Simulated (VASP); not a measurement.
# A few sheets of ScClO in VASP

Wanted: how a few sheets of ScClO relaxes, and what it costs to take an electron out.

Program: VASP 6.6.1. Level of theory: r2SCAN; plane waves and PAW (Cl, Sc_sv, O). Results are calculated unless marked as measured.

Report form: the programs' logs are mostly left out.

### Step 1. Starting point

The cell holds 12 atoms: 4 Cl, 4 Sc and 4 O. Its edges and angles: a = 3.571 Å, b = 3.571 Å, c = 28.102 Å, α = 90.0°, β = 90.0°, γ = 90.0°. It derives from ScClO. A few sheets cut from a layered arrangement of the crystal. Vacuum lies along c.

As a file:

```xyz
12
Lattice="3.5714 0.0000 0.0000 0.0000 3.5714 0.0000 0.0000 0.0000 28.1015" Properties=species:S:1:pos:R:3
Cl    1.7857    0.0000   20.6015
Cl    0.0000    1.7857   15.4561
Cl    1.7857    0.0000   12.6454
Cl    0.0000    1.7857    7.5000
Sc    0.0000    1.7857   19.0994
Sc    1.7857    0.0000   16.9582
Sc    0.0000    1.7857   11.1433
Sc    1.7857    0.0000    9.0021
O     0.0000    0.0000   18.0288
O     1.7857    1.7857   18.0288
O     0.0000    0.0000   10.0727
O     1.7857    1.7857   10.0727
```

### Step 2. Relaxing the slab

All atoms relax at the fixed cell.

INCAR reads:

```
SYSTEM = ScClO
PREC = Normal
ENCUT = 400
EDIFF = 1E-05
NELM = 120
ISMEAR = 0
SIGMA = 0.05
LREAL = .FALSE.
ALGO = Normal
METAGGA = R2SCAN
LASPH = .TRUE.
NBANDS = 60
LORBIT = 11
LWAVE = .FALSE.
LCHARG = .FALSE.
KPAR = 4
IBRION = 2
NSW = 40
ISIF = 2
EDIFFG = -0.03
POTIM = 0.4
MAXMIX = 40
IDIPOL = 3
LDIPOL = .TRUE.
DIPOL = 0.5 0.5 0.5
```

POSCAR reads:

```
ScClO
1.0
    3.5713700000      0.0000000000      0.0000000000
    0.0000000000      3.5713700000      0.0000000000
    0.0000000000      0.0000000000     28.1015024813
Cl Sc O
4 4 4
Direct
    0.5000000000      0.0000000000      0.7331103560
    0.0000000000      0.5000000000      0.5500108050
    0.5000000000      0.0000000000      0.4499891950
    0.0000000000      0.5000000000      0.2668896440
    0.0000000000      0.5000000000      0.6796582130
    0.5000000000      0.0000000000      0.6034629480
    0.0000000000      0.5000000000      0.3965370520
    0.5000000000      0.0000000000      0.3203417870
    0.0000000000      0.0000000000      0.6415605800
    0.5000000000      0.5000000000      0.6415605800
    0.0000000000      0.0000000000      0.3584394200
    0.5000000000      0.5000000000      0.3584394200
```

KPOINTS reads:

```
Automatic mesh
0
Gamma
7 7 1
0 0 0
```

PAW data sets: Cl, Sc_sv and O (PBE family, release 64).

Command:

```
mpirun -np 4 vasp_std
```

The job ended after 9.3 min (4 MPI ranks of AMD EPYC 7R43, shared host; peak memory 1 GiB; 36 min of CPU time).

The gap is read on the k-mesh alone, so it is an upper bound where the band edges lie off the mesh. The PAW data sets were made with PBE, which is usual practice but a small mismatch for other functionals. The run keeps the 16 symmetry operations of its start, so it cannot find a distortion of lower symmetry.

The steps of the relaxation:

| step | energy less that of the first step (eV) | largest force (eV/Å) |
| --- | --- | --- |
| 1 | 0.0000 | 0.2673 |
| 2 | -0.0078 | 0.1397 |
| 3 | -0.0089 | 0.1366 |
| 4 | -0.0089 | 0.1360 |
| 5 | -0.0121 | 0.0994 |
| 6 | -0.0141 | 0.1074 |
| 7 | -0.0143 | 0.0331 |
| 8 | -0.0147 | 0.0495 |
| 9 | -0.0146 | 0.0244 |

The atoms that moved most (Å):

| atom | dx | dy | dz | length |
| --- | --- | --- | --- | --- |
| Cl3 | 0.000 | 0.000 | -0.038 | 0.038 |
| Cl2 | 0.000 | 0.000 | 0.038 | 0.038 |
| Cl4 | 0.000 | 0.000 | 0.029 | 0.029 |
| Cl1 | 0.000 | 0.000 | -0.029 | 0.029 |
| Sc5 | 0.000 | 0.000 | -0.016 | 0.016 |
| Sc8 | 0.000 | 0.000 | 0.016 | 0.016 |
| Sc7 | 0.000 | 0.000 | -0.014 | 0.014 |
| Sc6 | 0.000 | 0.000 | 0.014 | 0.014 |

The relaxed structure:

```xyz
12
Lattice="3.5714 0.0000 0.0000 0.0000 3.5714 0.0000 0.0000 0.0000 28.1015" Properties=species:S:1:pos:R:3
Cl    1.7857    0.0000   20.5726
Cl    0.0000    1.7857   15.4936
Cl    1.7857    0.0000   12.6079
Cl    0.0000    1.7857    7.5289
Sc    0.0000    1.7857   19.0836
Sc    1.7857    0.0000   16.9726
Sc    0.0000    1.7857   11.1289
Sc    1.7857    0.0000    9.0179
O     0.0000    0.0000   18.0276
O     1.7857    1.7857   18.0276
O     0.0000    0.0000   10.0739
O     1.7857    1.7857   10.0739
```

This step gave:

```
electronic cycles                               : 80
electrons                                       : 96
free energy (TOTEN)                             : -131.6629 eV
Fermi energy                                    : -2.418 eV
labelled metallic, from the levels on this mesh : no
dipole moment                                   : 0, 0, 0 e·Å
gap on the k-mesh                               : 4.591 eV
least direct gap on the k-mesh                  : 4.740 eV
```

The run ended after 9 ionic steps, 0.015 eV below its first step, once the forces on the free atoms met EDIFFG = -0.03.

Only the dipole across the slab is computed (IDIPOL = 3); zeros along the plane are no results.

### Step 3. Potential and states of the slab

A static run writes the electrostatic potential without exchange and correlation (LVHAR), which is flat in the vacuum and gives the level to count from. The dipole correction cancels the field that unlike faces would set up across the vacuum.

INCAR reads:

```
SYSTEM = ScClO
PREC = Normal
ENCUT = 400
EDIFF = 1E-06
NELM = 120
ISMEAR = 0
SIGMA = 0.05
LREAL = .FALSE.
ALGO = Normal
METAGGA = R2SCAN
LASPH = .TRUE.
NBANDS = 76
LORBIT = 11
LWAVE = .FALSE.
LCHARG = .TRUE.
IDIPOL = 3
LDIPOL = .TRUE.
DIPOL = 0.5 0.5 0.5
LVHAR = .TRUE.
LVACPOTAV = .TRUE.
LELF = .TRUE.
NEDOS = 1500
```

POSCAR reads:

```
ScClO
1.0
    3.5713700000      0.0000000000      0.0000000000
    0.0000000000      3.5713700000      0.0000000000
    0.0000000000      0.0000000000     28.1015024813
Cl Sc O
4 4 4
Direct
    0.5000000000      0.0000000000      0.7320815207
    0.0000000000      0.5000000000      0.5513455793
    0.5000000000      0.0000000000      0.4486544207
    0.0000000000      0.5000000000      0.2679184793
    0.0000000000      0.5000000000      0.6790968683
    0.5000000000      0.0000000000      0.6039753533
    0.0000000000      0.5000000000      0.3960246467
    0.5000000000      0.0000000000      0.3209031317
    0.0000000000      0.0000000000      0.6415181848
    0.5000000000      0.5000000000      0.6415181848
    0.0000000000      0.0000000000      0.3584818152
    0.5000000000      0.5000000000      0.3584818152
```

KPOINTS is that of step 2.

KPOINTS_OPT reads:

```
Line mode
14
Line-mode
Reciprocal
  0.50000000   0.50000000   0.00000000 M
  0.00000000   0.00000000   0.00000000 GAMMA

  0.00000000   0.00000000   0.00000000 GAMMA
  0.00000000   0.50000000   0.00000000 X

  0.00000000   0.50000000   0.00000000 X
  0.50000000   0.50000000   0.00000000 M
```

Command:

```
mpirun -np 4 vasp_std
```

The job ended after 6.1 min (4 MPI ranks; peak memory 0.73 GiB; 24 min of CPU time).

Numbers from this step:

```
electronic cycles                                 : 30
Fermi energy                                      : -2.580 eV
least gap on mesh and path                        : 4.570 eV
least direct gap on mesh and path                 : 4.740 eV
vacuum levels                                     : 5.352, 5.352 eV
ionisation potentials of the upper and lower face : 8.139, 8.139 eV
electron affinities of the upper and lower face   : 3.570, 3.570 eV
```

The electronic bands at the labelled points (eV, zero at the valence-band top; v1 is the highest filled band, c1 the lowest empty one):

| point | v4 | v3 | v2 | v1 | c1 | c2 | c3 | c4 |
| --- | --- | --- | --- | --- | --- | --- | --- | --- |
| M | -0.55 | -0.55 | -0.55 | -0.55 | 4.86 | 4.86 | 4.92 | 4.92 |
| 0.54 of the way | -0.32 | -0.28 | -0.19 | -0.18 | 4.63 | 4.64 | 5.15 | 5.21 |
| Γ | -0.06 | -0.03 | -0.02 | -0.02 | 4.72 | 4.73 | 4.86 | 4.91 |
| 0.54 of the way | -0.33 | -0.31 | -0.25 | -0.20 | 4.91 | 4.94 | 5.08 | 5.09 |
| X | -0.46 | -0.46 | -0.43 | -0.43 | 5.06 | 5.06 | 5.10 | 5.10 |
| 0.46 of the way | -0.68 | -0.68 | -0.62 | -0.62 | 4.73 | 4.73 | 4.80 | 4.80 |
| M | -0.55 | -0.55 | -0.55 | -0.55 | 4.86 | 4.86 | 4.92 | 4.92 |

Of the projections kept (Cl, Sc, O), the largest for each band there; the rest of the weight can lie on other orbitals:

| point | v4 | v3 | v2 | v1 | c1 | c2 | c3 | c4 |
| --- | --- | --- | --- | --- | --- | --- | --- | --- |
| M | O 0.77 | O 0.77 | O 0.77 | O 0.77 | Sc 0.97 | Sc 0.97 | Sc 0.97 | Sc 0.97 |
| Γ | O 0.57 | Cl 0.74 | O 0.53 | O 0.53 | Sc 1.00 | Sc 1.00 | Sc 0.98 | Sc 0.97 |
| X | Cl 0.90 | Cl 0.90 | Cl 0.90 | Cl 0.90 | Sc 0.95 | Sc 0.95 | Sc 0.96 | Sc 0.96 |
| M | O 0.77 | O 0.77 | O 0.77 | O 0.77 | Sc 0.97 | Sc 0.97 | Sc 0.97 | Sc 0.97 |

The density of states has structure finer than the step of the table below, so its rows give means over 1 eV, whole bins alone (the curve runs from -12.0 to 12.5 eV). Peaks (eV: height): total -1.1: 23.2, -0.6: 27.6, 5.6: 26.5, 6.2: 23.4; Cl p -2.9: 3.48, -1.9: 5.79, -1.1: 8.09, -0.6: 14.5; Sc s 8.9: 0.952, 9.0: 0.846, 10.0: 0.871, 10.4: 1.16; Sc p -2.9: 0.582, 6.7: 0.605, 8.9: 0.564, 10.4: 0.569; Sc d 4.8: 15.0, 5.6: 21.9, 6.2: 17.3, 6.7: 16.0.

Means over bins of 0.090 eV. Table of density of states by energy, zero at the valence-band top; means over each step; values in states/eV/cell:

| energy (eV) | total | Cl p | Sc s | Sc p | Sc d | O s | O p |
| --- | --- | --- | --- | --- | --- | --- | --- |
| -5 | 0 | 0 | 0 | 0 | 0 | 0 | 0 |
| -4 | 5.55 | 0.296 | 0.227 | 0.209 | 0.632 | 0.00702 | 2.53 |
| -3 | 10.5 | 1.61 | 0.207 | 0.300 | 1.14 | 0.0186 | 3.95 |
| -2 | 9.31 | 3.24 | 0.0945 | 0.146 | 0.655 | 0.0283 | 2.05 |
| -1 | 16.5 | 6.97 | 0.0839 | 0.160 | 0.942 | 0.0175 | 3.65 |
| 0 | 6.17 | 2.17 | 0.0163 | 0.0972 | 0.331 | 0.00149 | 2.12 |
| 1 | 0 | 0 | 0 | 0 | 0 | 0 | 0 |
| 2 | 0 | 0 | 0 | 0 | 0 | 0 | 0 |
| 3 | 0 | 0 | 0 | 0 | 0 | 0 | 0 |
| 4 | 0.0568 | 1.7e-4 | 1.2e-5 | 1.8e-4 | 0.0450 | 6.5e-5 | 5.6e-4 |
| 5 | 11.7 | 0.184 | 0.109 | 0.0487 | 9.21 | 0.0166 | 0.223 |
| 6 | 15.8 | 0.509 | 0.0798 | 0.179 | 12.3 | 0.144 | 0.434 |
| 7 | 11.2 | 0.188 | 0.0201 | 0.254 | 7.91 | 0.0689 | 1.27 |
| 8 | 3.04 | 0.0673 | 0.148 | 0.0868 | 1.15 | 0.0158 | 0.297 |
| 9 | 4.72 | 0.327 | 0.417 | 0.241 | 0.372 | 0.0266 | 0.0939 |
| 10 | 5.09 | 0.336 | 0.438 | 0.224 | 0.272 | 0.0187 | 0.125 |
| 11 | 4.24 | 0.134 | 0.179 | 0.115 | 0.194 | 0.0445 | 0.0800 |

The planar average of the electrostatic potential oscillates, so the rows of the table below give means over windows of 1 Å about each position, cut where the curve ends. Its maxima inside the range that stand out by 2 % of the span (Å: eV): 8.3: -1.24, 9.4: -2.28, 10.7: -2.26, 11.8: -1.37, 14.1: 7.46, 16.3: -1.37, 17.4: -2.26, 18.7: -2.28, 19.8: -1.24. Its minima: 7.6: -6.73, 8.9: -2.96, 10.0: -7.31, 11.1: -2.98, 12.5: -6.79, 15.6: -6.79, 17.0: -2.98, 18.1: -7.31, 19.2: -2.96, 20.5: -6.73.

Zero at the Fermi level. The planar average of the electrostatic potential by height; means over each step:

height (Å), planar average of the electrostatic potential (eV) and a bar from the least value:
```
        0       7.94 ##############################
        1       7.94 ##############################
        2       7.94 ##############################
        3       7.94 ##############################
        4       7.94 ##############################
        5       7.93 ##############################
        6       7.61 #############################
        7       0.64 ##############
        8      -3.83 #####
        9      -2.57 #######
       10      -5.93 
       11      -2.80 #######
       12      -3.27 ######
       13      -1.14 ##########
       14       7.10 ############################
       15       0.18 #############
       16      -3.73 #####
       17      -2.64 #######
       18      -5.98 
       19      -2.70 #######
       20      -3.35 ######
       21      -0.69 ###########
       22       7.47 #############################
       23       7.93 ##############################
       24       7.94 ##############################
       25       7.94 ##############################
       26       7.94 ##############################
       27       7.94 ##############################
       28       7.94 ##############################
```

Density of states in the PAW spheres, an atom over height of the layer and energy from the Fermi level.

Ten even steps from '0' (0.00 states/eV) to '9' (2.41 states/eV), each cell a mean:
```
0000000000
0000000000
3030330303
9151991519
6131661316
4020330204
4121441214
2010220102
1131111311
2142222412
1131111311
0131001310
0121001210
0000000000
0000000000
0000000000
0000000000
0000000000
0000000000
0000000000
0000000000
0000000000
```
Columns: height of the layer (Å) from 7.5 to 20.6 (not evenly spaced); rows upwards: energy from the Fermi level (eV) from -7.9 to 0.5.

ELF in the ca plane at fractional y = 0.000, with atoms of Cl and Sc and O within 0.2 Å of it. It is the smooth field of the valence electrons, not physical close to the nuclei.

Ten even steps from '0' (0.00 × 1e-1) to '9' (8.92 × 1e-1), each cell a mean:
```
97786102221000000000279788511222101100000000
58873037887510000000126886214888763210000000
32320279999850000015763232038999986430000000
83000599779972000048997200169868998534000000
84000698459983000058998200179846998531000000
61000489899961000037885100059989997432000000
35651169999730000002333664127999975330000000
89885114665200000000148998402566531000000000
96687200000000000000388568610000001000000000
```
Columns run along c (16.0 Å, from fractional 0.34 to 0.91 of the cell), rows up along a (3.6 Å). Atoms in or near the plane, at fractional coordinates: Cl at (0.73, 0.50), Cl at (0.45, 0.50), Sc at (0.60, 0.50), O at (0.64, 0.00), O at (0.36, 0.00).

Valence density in the ca plane at fractional y = 0.000, with atoms of Cl and Sc and O within 0.2 Å of it. It is the smooth field of the valence electrons, not physical close to the nuclei.

Values in units of 1e0 e/Å³, 5 rows by 16 columns, each cell a mean:
```
0.0 0.0 0.0 0.0 0.0 0.0 0.0 0.0 0.1 1.9 1.8 0.1 0.2 0.1 0.0 0.1
0.0 0.0 0.0 0.0 0.0 0.0 0.0 0.0 1.8 1.5 0.2 0.4 1.3 0.4 0.0 0.0
0.0 0.0 0.0 0.0 0.0 0.0 0.0 0.1 4.5 3.6 0.1 0.6 1.2 0.8 0.0 0.1
0.0 0.0 0.0 0.0 0.0 0.0 0.0 0.0 0.8 1.0 0.3 0.3 0.9 0.3 0.0 0.0
0.0 0.0 0.0 0.0 0.0 0.0 0.0 0.1 0.1 2.6 2.7 0.1 0.1 0.0 0.0 0.1
```
Columns run along c (16.0 Å, from fractional 0.01 to 0.58 of the cell), rows up along a (3.6 Å). Atoms in or near the plane, at fractional coordinates: Cl at (0.45, 0.50), Sc at (0.32, 0.50), O at (0.36, 0.00).

Electrostatic potential energy in the ca plane at fractional y = 0.000, with atoms of Cl and Sc and O within 0.2 Å of it. With pseudopotentials it is smooth inside the atoms' cores, unlike the true potential.

Ten even steps from '0' (-67 eV) to '9' (5 eV), each cell a mean:
```
99999999999999984248999999999999999999999999
99999999999988888789999999999999999999999999
86458999999876667899998645899999999999999999
60005999999865456899996000599999999999999999
50004999999865446799995000499999999999999999
83027999999876556899997302799999999999999999
98789999999987778899999878999999999999999999
99999999999998886469999999999999999999999999
99999999999999983227999999999999999999999999
```
Columns run along c (16.0 Å, from fractional 0.42 to 0.99 of the cell; values clipped at the 3rd and 97th percentile), rows up along a (3.6 Å). Atoms in or near the plane, at fractional coordinates: Cl at (0.73, 0.50), Cl at (0.45, 0.50), Sc at (0.60, 0.50), O at (0.64, 0.00).

The density of states holds every band computed, so its fall toward the upper end of the range is no gap.

The map of layer states is cut here 0.5 eV above the Fermi level, so it leaves out the states above that.

The vacuum level lies 8.14 eV above the highest filled level at the upper face; both faces agree, as the slab has next to no dipole.

The program found no field-free point at its default tolerance, but its printed level agrees with the flat part of the planar average.

### Step 4. Putting the energies together

This step: slab, r2SCAN; plane waves and PAW (VASP 6.6.1).

This step runs nothing: it gathers the runs above.

This step gave:

| Property | Result |
| --- | --- |
| ionisation potential at the upper face | 8.139 eV |

### Step 5. Results

```
ionisation potential of the slab : 8.14 eV
```

**Reading.** The ionisation potential is 8.14 eV at both faces. The crystal is layered and no dispersion term is used, so the spacing and binding between its layers, and what hangs on them, are unreliable. The atom that ends on top (Cl) moved inwards by 0.03 Å, counted from the mean of all atoms. Semilocal band edges put the ionisation potential too low and the gap too small. The cell in the plane was kept as given and was not relaxed here. The slab has a gap, so the level below the vacuum is counted from the highest filled level.

[Lines on the potential files, build, host, timing and source positions are cut from VASP's logs without a mark.]

[Logs are printed without paths, hosts, clocks, repeated set-up lines and the standing remarks that a program may print on its own settings, such as how far it seeks lower states.]

[Hosts, paths, dates, database ids (printed as entryN), source tags and the programs' standing remarks are cut or masked in the printed files.]

[In band tables of VASP the shares of atoms and orbitals are scaled to a sum of 1 inside the atoms' spheres.]

[Runs that stopped without an error message from VASP are left out.]
